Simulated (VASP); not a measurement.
Given:

```
CELL_PARAMETERS angstrom
      0.00000     2.84500     2.84500
      2.84500     0.00000     2.84500
      2.84500     2.84500     0.00000
ATOMIC_POSITIONS crystal
  Ca 0.00000 0.00000 0.00000
  S  0.50000 0.50000 0.50000
```

Calculation: G0W0 on PBE orbitals, VASP's PBE PAW potentials (set 64) (plane waves; VASP). Numerical set-up: PREC = Normal, 500 eV cut-off, 6×6×6 Γ-centred mesh, Gaussian smearing of 0.010 eV, potentials Ca_sv_GW S_GW.

The mesh is coarse and the basis finite, so the quasiparticle values are not converged.

NBANDS = 128, ENCUTGW = 180 eV, NOMEGA = 64. The PBE levels (eV) that the step starts from are:

```json
[
 {"state": "k1 (0.00, 0.00, 0.00), band 5", "KS energy": "-7.20", "filling": "2"},
 {"state": "k1 (0.00, 0.00, 0.00), band 6", "KS energy": "4.13", "filling": "2"},
 {"state": "k1 (0.00, 0.00, 0.00), band 7", "KS energy": "4.13", "filling": "2"},
 {"state": "k1 (0.00, 0.00, 0.00), band 8", "KS energy": "4.13", "filling": "2"},
 {"state": "k1 (0.00, 0.00, 0.00), band 9", "KS energy": "8.29", "filling": "0"},
 {"state": "k1 (0.00, 0.00, 0.00), band 10", "KS energy": "8.29", "filling": "0"},
 {"state": "k1 (0.00, 0.00, 0.00), band 11", "KS energy": "8.29", "filling": "0"},
 {"state": "k1 (0.00, 0.00, 0.00), band 12", "KS energy": "8.30", "filling": "0"},
 {"state": "k6 (0.33, 0.17, 0.00), band 5", "KS energy": "-6.70", "filling": "2"},
 {"state": "k6 (0.33, 0.17, 0.00), band 6", "KS energy": "1.97", "filling": "2"},
 {"state": "k6 (0.33, 0.17, 0.00), band 7", "KS energy": "3.23", "filling": "2"},
 {"state": "k6 (0.33, 0.17, 0.00), band 8", "KS energy": "3.42", "filling": "2"},
 {"state": "k6 (0.33, 0.17, 0.00), band 9", "KS energy": "7.79", "filling": "0"},
 {"state": "k6 (0.33, 0.17, 0.00), band 10", "KS energy": "9.69", "filling": "0"},
 {"state": "k6 (0.33, 0.17, 0.00), band 11", "KS energy": "9.70", "filling": "0"},
 {"state": "k6 (0.33, 0.17, 0.00), band 12", "KS energy": "10.22", "filling": "0"},
 {"state": "k14 (0.50, 0.33, 0.17), band 5", "KS energy": "-6.53", "filling": "2"},
 {"state": "k14 (0.50, 0.33, 0.17), band 6", "KS energy": "1.75", "filling": "2"},
 {"state": "k14 (0.50, 0.33, 0.17), band 7", "KS energy": "2.89", "filling": "2"},
 {"state": "k14 (0.50, 0.33, 0.17), band 8", "KS energy": "3.02", "filling": "2"},
 {"state": "k14 (0.50, 0.33, 0.17), band 9", "KS energy": "8.08", "filling": "0"},
 {"state": "k14 (0.50, 0.33, 0.17), band 10", "KS energy": "9.83", "filling": "0"},
 {"state": "k14 (0.50, 0.33, 0.17), band 11", "KS energy": "10.33", "filling": "0"},
 {"state": "k14 (0.50, 0.33, 0.17), band 12", "KS energy": "10.49", "filling": "0"}
]
```

**Question.** Give the quasiparticle energies and renormalisation factors Z.

**Answer.** 
```
state                            QP energy (eV)     Z
-------------------------------  --------------  ----
k1 (0.00, 0.00, 0.00), band 5             -8.05  0.67
k1 (0.00, 0.00, 0.00), band 6              3.20  0.76
k1 (0.00, 0.00, 0.00), band 7              3.20  0.76
k1 (0.00, 0.00, 0.00), band 8              3.20  0.76
k1 (0.00, 0.00, 0.00), band 9              9.68  0.78
k1 (0.00, 0.00, 0.00), band 10             9.68  0.78
k1 (0.00, 0.00, 0.00), band 11             9.68  0.78
k1 (0.00, 0.00, 0.00), band 12             8.69  0.80
k6 (0.33, 0.17, 0.00), band 5             -7.54  0.68
k6 (0.33, 0.17, 0.00), band 6              0.91  0.74
k6 (0.33, 0.17, 0.00), band 7              2.29  0.75
k6 (0.33, 0.17, 0.00), band 8              2.48  0.76
k6 (0.33, 0.17, 0.00), band 9              8.88  0.78
k6 (0.33, 0.17, 0.00), band 10            11.46  0.77
k6 (0.33, 0.17, 0.00), band 11            10.94  0.77
k6 (0.33, 0.17, 0.00), band 12            12.05  0.75
k14 (0.50, 0.33, 0.17), band 5            -7.37  0.68
k14 (0.50, 0.33, 0.17), band 6             0.67  0.74
k14 (0.50, 0.33, 0.17), band 7             1.88  0.75
k14 (0.50, 0.33, 0.17), band 8             2.07  0.75
k14 (0.50, 0.33, 0.17), band 9             9.19  0.78
k14 (0.50, 0.33, 0.17), band 10           11.49  0.77
k14 (0.50, 0.33, 0.17), band 11           12.07  0.75
k14 (0.50, 0.33, 0.17), band 12           12.47  0.74
```
On the mesh the gap opens from 2.36 to 4.17 eV.

The compound is CaS in the rock salt structure. The cell was not relaxed at this level.
